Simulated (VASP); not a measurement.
Computed with LDA (Ceperley-Alder, Perdew-Zunger), VASP's LDA PAW potentials (set 64) (plane waves; VASP).

VASP input:

File POSCAR:
```
Mo2N
1
   -2.1486370000     2.1486370000     4.0140460000
    2.1486370000    -2.1486370000     4.0140460000
    2.1486370000     2.1486370000    -4.0140460000
Mo N
4 2
Direct
  0.9869600000   0.4869600000   0.5000000000
  0.2369600000   0.2369600000   0.0000000000
  0.7630400000   0.7630400000   0.0000000000
  0.5130400000   0.0130400000   0.5000000000
  0.2500000000   0.7500000000   0.5000000000
  0.5000000000   0.5000000000   0.0000000000
```

**INCAR**
```
! general
SYSTEM =Mo2N
PREC   =Accurate
ENCUT  =400
LREAL  =.FALSE.
LASPH  =.TRUE.   ! aspherical one-centre terms

! electronic loop
EDIFF  =1E-6   ! SCF stop (eV)
NELM   =100
ALGO   =Normal   ! blocked Davidson
LMAXMIX=4

! smearing
ISMEAR =-1
SIGMA  =0.1   ! width (eV)

! ions
ISIF   =2   ! forces and stress, cell fixed

! output
LWAVE  =.FALSE.
LCHARG =.FALSE.
```

**KPOINTS**
```
Automatic mesh
0
Gamma
3 3 3
0 0 0
```

POTCAR, in this order: Mo_sv N (LDA.64 set). Program: vasp_std.

The resulting files:

### OUTCAR
```
 ion  position               nearest neighbor table
   1  0.987  0.487  0.500-   5 2.11   6 2.15   6 2.15   3 2.80   3 2.80   2 2.94   2 2.94   2 2.94
                             2 2.94   4 3.05   4 3.05   4 3.05   4 3.05   3 3.09   3 3.09
   2  0.237  0.237  0.000-   6 2.11   5 2.15   5 2.15   4 2.80   4 2.80   1 2.94   1 2.94   1 2.94
                             1 2.94   3 3.05   3 3.05   3 3.05   3 3.05   4 3.09   4 3.09
   3  0.763  0.763  0.000-   6 2.11   5 2.15   5 2.15   1 2.80   1 2.80   4 2.94   4 2.94   4 2.94
                             4 2.94   2 3.05   2 3.05   2 3.05   2 3.05   1 3.09   1 3.09
   4  0.513  0.013  0.500-   5 2.11   6 2.15   6 2.15   2 2.80   2 2.80   3 2.94   3 2.94   3 2.94
                             3 2.94   1 3.05   1 3.05   1 3.05   1 3.05   2 3.09   2 3.09
   5  0.250  0.750  0.500-   1 2.11   4 2.11   2 2.15   3 2.15   3 2.15   2 2.15
   6  0.500  0.500  0.000-   2 2.11   3 2.11   4 2.15   1 2.15   4 2.15   1 2.15
  LATTYP: Found a body centered tetragonal cell.
 ALAT       =     4.2972740000
 C/A-ratio  =     1.8681824803
 Subroutine PRICEL returns:
 Original cell was already a primitive cell.
 Subroutine GETGRP returns: Found 16 space group operations
The static configuration has the point symmetry D_2d.
 The point group associated with its full space group is D_4h.
The dynamic configuration has the point symmetry D_2d.
 Subroutine INISYM returns: Found 16 space group operations
 Subroutine IBZKPT returns following result:
 Found      6 irreducible k-points:

 Following reciprocal coordinates:
...
```

OSZICAR:
```
       N       E                     dE             d eps       ncg     rms          rms(c)
DAV:   1     0.711528455104E+03    0.71153E+03   -0.35632E+04   468   0.147E+03
DAV:   2    -0.364488935959E+02   -0.74798E+03   -0.73099E+03   503   0.509E+02
DAV:   3    -0.760635986492E+02   -0.39615E+02   -0.38562E+02   624   0.107E+02
DAV:   4    -0.767979519099E+02   -0.73435E+00   -0.72890E+00   546   0.126E+01
DAV:   5    -0.768168558363E+02   -0.18904E-01   -0.18888E-01   585   0.170E+00    0.460E+01
DAV:   6    -0.699525780598E+02    0.68643E+01   -0.54464E+01   585   0.349E+01    0.121E+01
DAV:   7    -0.693062889908E+02    0.64629E+00   -0.37275E+00   572   0.913E+00    0.775E+00
DAV:   8    -0.692371584102E+02    0.69131E-01   -0.44551E-01   532   0.354E+00    0.921E-01
DAV:   9    -0.692286760194E+02    0.84824E-02   -0.13296E-01   571   0.166E+00    0.584E-01
DAV:  10    -0.692247398238E+02    0.39362E-02   -0.32094E-02   585   0.770E-01    0.945E-02
DAV:  11    -0.692246778678E+02    0.61956E-04   -0.13480E-03   563   0.177E-01    0.356E-02
DAV:  12    -0.692246864723E+02   -0.86045E-05   -0.87154E-05   584   0.524E-02    0.194E-02
DAV:  13    -0.692246840571E+02    0.24152E-05   -0.42094E-05   578   0.307E-02    0.920E-03
DAV:  14    -0.692246831579E+02    0.89922E-06   -0.38073E-06   427   0.989E-03
   1 F= -.69224683E+02 E0= -.69181332E+02  d E =-.867021E-01
```

OUTCAR:
```
------------------------ aborting loop because EDIFF is reached ----------------------------------------
  FORCE on cell =-STRESS in cart. coord.  units (eV):
  Direction    XX          YY          ZZ          XY          YZ          ZX
  --------------------------------------------------------------------------------------
  Total      -10.1813198    -10.1813198    -10.4077957      0.0000000     -0.0000000      0.0000000
  in kB     -220.0625932   -220.0625932   -224.9577217      0.0000000     -0.0000000      0.0000000
  external PRESSURE =    -221.6943027 kB  Pullay stress =       0.0000000 kB
  volume of cell :       74.13
      direct lattice vectors                 reciprocal lattice vectors
    -2.148637000  2.148637000  4.014046000     0.000000000  0.232705664  0.124562598
     2.148637000 -2.148637000  4.014046000     0.232705664  0.000000000  0.124562598
     2.148637000  2.148637000 -4.014046000     0.232705664  0.232705664  0.000000000
 POSITION                                       TOTAL-FORCE (eV/Angst)
 -----------------------------------------------------------------------------------
      0.00000      2.14864      3.90936         0.000000     -0.000000      0.420740
      0.00000      0.00000      1.90234        -0.000000      0.000000      0.420740
      0.00000      0.00000      6.12576        -0.000000      0.000000     -0.420740
      0.00000      2.14864      0.10469         0.000000     -0.000000     -0.420740
      2.14864      0.00000      2.00702        -0.000000     -0.000000     -0.000000
      0.00000      0.00000      4.01405        -0.000000     -0.000000     -0.000000
 -----------------------------------------------------------------------------------
    total drift:                               -0.000000     -0.000000      0.000000
  FREE ENERGIE OF THE ION-ELECTRON SYSTEM (eV)
  ---------------------------------------------------
  free  energy   TOTEN  =       -69.2246831579 eV

  energy  without entropy=      -69.1379810818  energy(sigma->0) =      -69.18133212
```
(Selected blocks of OUTCAR.)

At this cut-off the stress carries a Pulay error, which pulls relaxed volumes low.

The structure comes from a computed database's Mo2N entry (I4_1/amd); how it stands against other phases isn't given here. The cell was not relaxed at this level. The k-mesh is coarse (spacing up to 0.69 per Å, 2π included), so the numbers may not be converged in it. The run is one of a series of settings (KPOINTS 3×3×3 Γ-centred mesh against the base run), some of them coarse on purpose.
